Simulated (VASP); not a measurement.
Computed with PBE GGA with spin-orbit coupling, VASP's PBE PAW potentials (set 64) (plane waves; VASP).

A VASP calculation is set up with these files.

### POSCAR
```
Hf
3.190
  0.5000000000  -0.8660253918   0.0000000000
  0.5000000000   0.8660253918   0.0000000000
  0.0000000000   0.0000000000   1.5830721003
Hf
2
Direct
  0.3333330000   0.6666670000   0.2500000000
  0.6666670000   0.3333330000   0.7500000000
```

**INCAR**
```
ALGO = Normal
EDIFF = 1E-6
ENCUT = 300
GGA = PE
GGA_COMPAT = F
ISIF = 2
ISMEAR = -1
LASPH = T
LCHARG = F
LMAXMIX = 6
LNONCOLLINEAR = T
LORBIT = 11
LREAL = F
LSORBIT = T
LWAVE = F
MAGMOM = 0.0 0.0 0.0 0.0 0.0 0.0
NELM = 100
PREC = Accurate
SIGMA = 0.1
SYSTEM = Hf
```

File KPOINTS:
```
Automatic mesh
0
Gamma
12 12 7
0 0 0
```

POTCAR, in this order: Hf_pv (PBE.64 set). Program: vasp_ncl.

The resulting files:

**OUTCAR**
```
 ion  position               nearest neighbor table
   1  0.333  0.667  0.250-   2 3.13   2 3.13   2 3.13   2 3.13   2 3.13   2 3.13
   2  0.667  0.333  0.750-   1 3.13   1 3.13   1 3.13   1 3.13   1 3.13   1 3.13
  LATTYP: Found a hexagonal cell.
 ALAT       =     3.1899999670
 C/A-ratio  =     1.5830721167
 Subroutine PRICEL returns:
 Original cell was already a primitive cell.
 Subroutine GETGRP returns: Found 24 space group operations
The static configuration has the point symmetry D_3d.
 The point group associated with its full space group is D_6h.
The dynamic configuration has the point symmetry D_3d.
The overall configuration has the point symmetry D_3d.
 Subroutine INISYM returns: Found 24 space group operations
 Subroutine IBZKPT returns following result:
 Found     76 irreducible k-points:

 Following reciprocal coordinates:
            Coordinates               Weight
  0.000000  0.000000  0.000000      1.000000
  0.083333  0.000000  0.000000      6.000000
  0.166667  0.000000  0.000000      6.000000
  0.250000  0.000000  0.000000      6.000000
  0.333333  0.000000  0.000000      6.000000
  0.416667  0.000000  0.000000      6.000000
  0.500000  0.000000  0.000000      3.000000
  0.083333  0.083333  0.000000      6.000000
  0.166667  0.083333  0.000000     12.000000
  0.250000  0.083333  0.000000     12.000000
  0.333333  0.083333  0.000000     12.000000
  0.416667  0.083333  0.000000     12.000000
  0.166667  0.166667  0.000000      6.000000
  0.250000  0.166667  0.000000     12.000000
  0.333333  0.166667  0.000000     12.000000
  0.416667  0.166667  0.000000      6.000000
  0.250000  0.250000  0.000000      6.000000
  0.333333  0.250000  0.000000     12.000000
  0.333333  0.333333  0.000000      2.000000
  0.000000  0.000000  0.142857      2.000000
  0.083333  0.000000  0.142857     12.000000
...
```

### OSZICAR
```
       N       E                     dE             d eps       ncg     rms          rms(c)
DAV:   1     0.565650382558E+02    0.56565E+02   -0.84617E+03  4496   0.907E+02
DAV:   2    -0.183338486220E+02   -0.74899E+02   -0.72223E+02  5184   0.260E+02
DAV:   3    -0.218918883103E+02   -0.35580E+01   -0.34196E+01  5564   0.394E+01
DAV:   4    -0.219655691766E+02   -0.73681E-01   -0.72862E-01  5224   0.551E+00
DAV:   5    -0.219668137900E+02   -0.12446E-02   -0.12442E-02  5164   0.641E-01    0.748E+01
DAV:   6    -0.214234010727E+02    0.54341E+00   -0.51586E-01  4580   0.554E+00    0.436E+01
DAV:   7    -0.212386646271E+02    0.18474E+00   -0.41545E-01  4604   0.480E+00    0.220E+01
DAV:   8    -0.212347922282E+02    0.38724E-02   -0.63884E-02  5084   0.182E+00    0.155E+00
DAV:   9    -0.212297148791E+02    0.50773E-02   -0.24550E-02  4556   0.117E+00    0.459E-01
DAV:  10    -0.212297268126E+02   -0.11933E-04   -0.79587E-04  5340   0.220E-01    0.130E-01
DAV:  11    -0.212297149340E+02    0.11879E-04   -0.33930E-05  4756   0.491E-02    0.122E-01
DAV:  12    -0.212297174340E+02   -0.25001E-05   -0.26016E-06  5056   0.117E-02    0.840E-02
DAV:  13    -0.212297190042E+02   -0.15702E-05   -0.17869E-06  3996   0.108E-02    0.134E-03
DAV:  14    -0.212297189531E+02    0.51127E-07   -0.13056E-07  2556   0.331E-03
   1 F= -.21229719E+02 E0= -.21201043E+02  d E =-.573511E-01  mag=     0.0000    -0.0000    -0.0000
```

File OUTCAR:
```
------------------------ aborting loop because EDIFF is reached ----------------------------------------
  FORCE on cell =-STRESS in cart. coord.  units (eV):
  Direction    XX          YY          ZZ          XY          YZ          ZX
  --------------------------------------------------------------------------------------
  Total        0.0900517      0.0900517      0.1009721      0.0000000     -0.0000000     -0.0000000
  in kB        3.2418954      3.2418953      3.6350346      0.0000000     -0.0000000     -0.0000000
  external PRESSURE =       3.3729417 kB  Pullay stress =       0.0000000 kB
  volume of cell :       44.50
      direct lattice vectors                 reciprocal lattice vectors
     1.595000000 -2.762621000  0.000000000     0.313479624 -0.180987548  0.000000000
     1.595000000  2.762621000  0.000000000     0.313479624  0.180987548  0.000000000
     0.000000000  0.000000000  5.050000000     0.000000000  0.000000000  0.198019802
 POSITION                                       TOTAL-FORCE (eV/Angst)
 -----------------------------------------------------------------------------------
      1.59500      0.92088      1.26250        -0.000000      0.000000      0.000000
      1.59500     -0.92088      3.78750         0.000000     -0.000000      0.000000
 -----------------------------------------------------------------------------------
    total drift:                               -0.000005     -0.000000     -0.000000
  FREE ENERGIE OF THE ION-ELECTRON SYSTEM (eV)
  ---------------------------------------------------
  free  energy   TOTEN  =       -21.2297189531 eV

  energy  without entropy=      -21.1723678570  energy(sigma->0) =      -21.20104341

 total charge

# of ion       s       p       d       tot
------------------------------------------
    1        0.395   6.436   1.569   8.399
    2        0.395   6.436   1.569   8.399
--------------------------------------------------
tot          0.789  12.872   3.138  16.799

 magnetization (x)

# of ion       s       p       d       tot
------------------------------------------
    1        0.000   0.000   0.000   0.000
    2        0.000   0.000   0.000   0.000
--------------------------------------------------
tot          0.000   0.000   0.000   0.000

 magnetization (y)

# of ion       s       p       d       tot
------------------------------------------
    1        0.000   0.000   0.000   0.000
    2        0.000   0.000   0.000   0.000
--------------------------------------------------
tot          0.000   0.000   0.000   0.000

 magnetization (z)

# of ion       s       p       d       tot
------------------------------------------
    1        0.000   0.000   0.000   0.000
    2        0.000   0.000   0.000   0.000
--------------------------------------------------
tot          0.000   0.000   0.000   0.000

 Ion:    1  E_soc:     -1.3498897

 Ion:    2  E_soc:     -1.3498897
```
(Selected blocks of OUTCAR.)

File OUTCAR:
```
 val. band max:        4.9172335335   @ k =   0.1667   0.0000   0.0000

 cond. band min:       4.9309086020   @ k =   0.0833   0.0833   0.4286


 Fermi energy:         4.9246967755

 k-point     1 :       0.0000    0.0000    0.0000
  band No.  band energies     occupation
      1     -30.3737      1.00000
      2     -30.3737      1.00000
      3     -30.1102      1.00000
      4     -30.1102      1.00000
      5     -23.7274      1.00000
      6     -23.7274      1.00000
      7     -23.1290      1.00000
      8     -23.1290      1.00000
      9     -22.9730      1.00000
     10     -22.9730      1.00000
     11     -22.9656      1.00000
     12     -22.9656      1.00000
     13      -2.4453      1.00000
     14      -2.4453      1.00000
     15       1.2206      1.00000
     16       1.2206      1.00000
     17       5.6412      0.00077
     18       5.6412      0.00077
     19       5.9318      0.00004
     20       5.9318      0.00004
     21       6.3115      0.00000
     22       6.3115      0.00000
     23       6.3434      0.00000
     24       6.3434      0.00000
     25       6.6999      0.00000
     26       6.6999      0.00000
     27       7.1604      0.00000
     28       7.1605      0.00000

 k-point     2 :       0.0833    0.0000    0.0000
  band No.  band energies     occupation
      1     -30.3777      1.00000
      2     -30.3777      1.00000
      3     -30.1237      1.00000
      4     -30.1237      1.00000
      5     -23.7232      1.00000
      6     -23.7232      1.00000
      7     -23.1576      1.00000
      8     -23.1576      1.00000
      9     -23.0125      1.00000
     10     -23.0125      1.00000
     11     -22.9765      1.00000
     12     -22.9765      1.00000
     13      -2.2322      1.00000
     14      -2.2322      1.00000
     15       1.4289      1.00000
     16       1.4289      1.00000
     17       5.3569      0.01310
     18       5.3569      0.01310
     19       5.5815      0.00140
     20       5.5815      0.00140
...
```

At this cut-off the stress carries a Pulay error, which pulls relaxed volumes low.

The structure is a typed Hf crystal (P6_3/mmc). The cell was not relaxed at this level. The run is one of a series of settings (GGA_COMPAT = .FALSE., LNONCOLLINEAR = .TRUE., LSORBIT = .TRUE., MAGMOM = 0.0 0.0 0.0 0.0 0.0 0.0, program vasp_ncl against the base run), some of them coarse on purpose.
